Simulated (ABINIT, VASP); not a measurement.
An input for ABINIT (PBEsol, PAW (JTH v2.0 PBE PAW, files made for PBE)):

```
# Cu3Sn, JTH v2.0 PBE PAW
pp_dirpath "./"
pseudos "Cu.GGA_PBE-JTH.xml, Sn.GGA_PBE-JTH.xml"
acell 4.3236900000 5.4325200000 4.7645700000 Angstrom
rprim
         1.0000000000    0.0000000000    0.0000000000
         0.0000000000    1.0000000000    0.0000000000
         0.0000000000    0.0000000000    1.0000000000
natom 8
ntypat 2
znucl 29 50
typat 1 1 1 1 1 1 2 2
xred
         0.5000000000    0.0000000000    0.3010000000
         0.0000000000    0.5000000000    0.6990000000
         0.0000000000    0.7505200000    0.1558100000
         0.0000000000    0.2494800000    0.1558100000
         0.5000000000    0.7494800000    0.8441900000
         0.5000000000    0.2505200000    0.8441900000
         0.5000000000    0.5000000000    0.3411800000
         0.0000000000    0.0000000000    0.6588200000
ecut 30
pawecutdg 60
pawxcdev 0
ixc -116133
occopt 3
tsmear 0.1 eV
nband 88
kptopt 1
ngkpt 4 3 4
nshiftk 1
shiftk 0 0 0
nstep 100
tolvrs 1.0e-11
prtwf 0
prtden 0
enunit 2
```

Question: Write the VASP files for the same calculation.

Answer: One set of files that does it:

**POSCAR**
```
Cu3Sn
1
    4.3236900000     0.0000000000     0.0000000000
    0.0000000000     5.4325200000     0.0000000000
    0.0000000000     0.0000000000     4.7645700000
Cu Sn
6 2
Direct
  0.5000000000   0.0000000000   0.3010000000
  0.0000000000   0.5000000000   0.6990000000
  0.0000000000   0.7505200000   0.1558100000
  0.0000000000   0.2494800000   0.1558100000
  0.5000000000   0.7494800000   0.8441900000
  0.5000000000   0.2505200000   0.8441900000
  0.5000000000   0.5000000000   0.3411800000
  0.0000000000   0.0000000000   0.6588200000
```

### KPOINTS
```
Automatic mesh
0
G
 4 3 4
```

### INCAR
```
SYSTEM=Cu3Sn
PREC=Accurate; ENCUT=300; LREAL=.FALSE.
LASPH=.TRUE.
EDIFF=1E-6; NELM=100; ALGO=Normal
LMAXMIX=4
ISMEAR=-1; SIGMA=0.1
GGA=PS
ISIF=2
LWAVE=.FALSE.; LCHARG=.FALSE.
```

POTCAR, in this order: Cu Sn_d (PBE.64 set). Program: vasp_std.

Both are inputs of real runs that ended normally. What can't carry over is the choice of potentials or basis and its cut-off, and each code's defaults.

The structure comes from a computed database's Cu3Sn entry (Pmmn); how it stands against other phases isn't given here. The cell was not relaxed at this level, and it may have been scaled.
